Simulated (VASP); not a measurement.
Runs of VASP 6.6.1 on Sn. The structure is cubic, space group Fd-3m (No. 227). Conventional cell: a = 6.467 Å, b = 6.467 Å, c = 6.467 Å, α = 90.00°, β = 90.00°, γ = 90.00°. Sn (site symmetry -43m) has 4 Sn at 2.80 Å as nearest neighbours. This isn't the form of Sn at room conditions, which is tetragonal (white tin).

| task | level | potentials or basis | cell | k mesh | cutoff (eV) | gap on the mesh (eV) | pressure (GPa) | relaxed volume (Å³/atom) |
| --- | --- | --- | --- | --- | --- | --- | --- | --- |
| relaxation of cell and atoms | PBE | VASP PAW PBE potentials, release 64 (Sn) | relaxed | 5 × 5 × 5 | 300 | none | 0.0 | 36.99 |
| relaxation of cell and atoms | PBE | VASP PAW PBE potentials, release 64 (Sn_d) | relaxed | 10 × 10 × 10 | 600 | none | 0.0 | 36.80 |
| relaxation of cell and atoms | AM05 | VASP PAW PBE potentials, release 64 (Sn_d) | relaxed | 10 × 10 × 10 | 600 | none | 0.0 | (b) |
| single point | PBEsol | VASP PAW PBE potentials, release 64 (Sn_d) | as given | 6 × 6 × 6 | 520 | none | 1.5 | - |
| relaxation of cell and atoms | LDA | VASP PAW LDA potentials, release 64 (Sn_d) | relaxed | 10 × 10 × 10 | 600 | none | 0.0 | 33.92 |
| relaxation of cell and atoms | r2SCAN | VASP PAW PBE potentials, release 64 (Sn_d) | relaxed | 10 × 10 × 10 | 600 | none | 0.0 | (a) |
| single point | PBE | VASP PAW PBE potentials, release 64 (Sn_d) | as given | 6 × 6 × 6 | 520 | none | 3.8 | - |
| single point | LDA | VASP PAW LDA potentials, release 64 (Sn_d) | as given | 6 × 6 × 6 | 520 | none | 0.2 | - |

Alike in all rows: no spin polarisation; smearing gaussian 0.03 eV.

Problem. Fill in the values left out.

Solution. (a) 35.38; (b) 35.21.

Caveats: the PAW data sets were made with another functional, which shifts forces and pressure a little (some runs).

A k mesh can miss the band edges, and the runs leave out spin-orbit coupling on Sn.

A gap of «none» marks a metal or a gap under the smearing width.

Not every run made on this cell is shown here.
